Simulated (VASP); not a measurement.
These are PBE GGA, VASP's PBE PAW potentials (set 64) (plane waves; VASP 6.6.1) values and carry that method's errors.

A VASP calculation is set up with these files.

**POSCAR**
```
AlV2C
1
    2.8971738756     0.0000000000     0.0000000000
   -1.4485869378     2.5090259649     0.0000000000
    0.0000000000    -0.0000000000    13.1246429811
Al V C
2 4 2
Direct
  0.3333330000   0.6666670000   0.7500000000
  0.6666670000   0.3333330000   0.2500000000
  0.3333330000   0.6666670000   0.0866450779
  0.6666670000   0.3333330000   0.5866450779
  0.6666670000   0.3333330000   0.9133549221
  0.3333330000   0.6666670000   0.4133549221
  1.0000000000   1.0000000000   0.0000000000
  1.0000000000   1.0000000000   0.5000000000
```

### INCAR
```
SYSTEM = AlV2C
PREC = Accurate; ENCUT = 500; LREAL = .False.
LASPH = .True.
EDIFF = 1E-6; NELM = 100; ALGO = Normal
LMAXMIX = 4
ISMEAR = 1; SIGMA = 0.1
GGA = PE
MAGMOM = 0.0 0.0 2.0 2.0 2.0 2.0 0.0 0.0
ISPIN = 2
IBRION = 2; NSW = 60; ISIF = 3
EDIFFG = -0.02
LWAVE = .False.; LCHARG = .False.; LORBIT = 10
```

File KPOINTS:
```
Automatic mesh
0
gamma
 11 11 2
0 0 0
```

POTCAR, in this order: Al V_sv C (PBE.64 set). Program: vasp_std.

**Question.** Estimate the energy per atom (σ→0), cell moment, volume per atom, band gap (on the k-mesh).

**Answer.** 
```json
{
  "energy per atom (σ→0)": "-8.266 eV/atom",
  "cell_moment": "0.00 μB",
  "band gap (on the k-mesh)": "none (metal, semimetal or under 0.01 eV)",
  "volume_per_atom": "12.00 Å³/atom"
}
```

OSZICAR:
```
...
DAV:   1    -0.661539919267E+02   -0.31833E-01   -0.65145E-01  6268   0.757E+00    0.197E+00
DAV:   2    -0.661340772806E+02    0.19915E-01   -0.37018E-01  6634   0.388E+00    0.917E-01
DAV:   3    -0.661241859126E+02    0.98914E-02   -0.64534E-02  6588   0.147E+00    0.204E-01
DAV:   4    -0.661236197715E+02    0.56614E-03   -0.29743E-03  5788   0.360E-01    0.900E-02
DAV:   5    -0.661236207355E+02   -0.96402E-06   -0.20742E-04  7584   0.984E-02    0.657E-02
DAV:   6    -0.661236015832E+02    0.19152E-04   -0.12183E-04  7126   0.636E-02    0.286E-03
DAV:   7    -0.661236013657E+02    0.21745E-06   -0.19919E-06  4614   0.103E-02
   5 F= -.66123601E+02 E0= -.66124934E+02  d E =-.963566E-03  mag=     0.0000
```

The structure was generated: AlV2C was put into the MAX-211 type (P6_3/mmc), which need not be its known phase. This run relaxes it. Symmetry was kept, so distortions that lower it aren't found. The start is the result of an earlier pass.
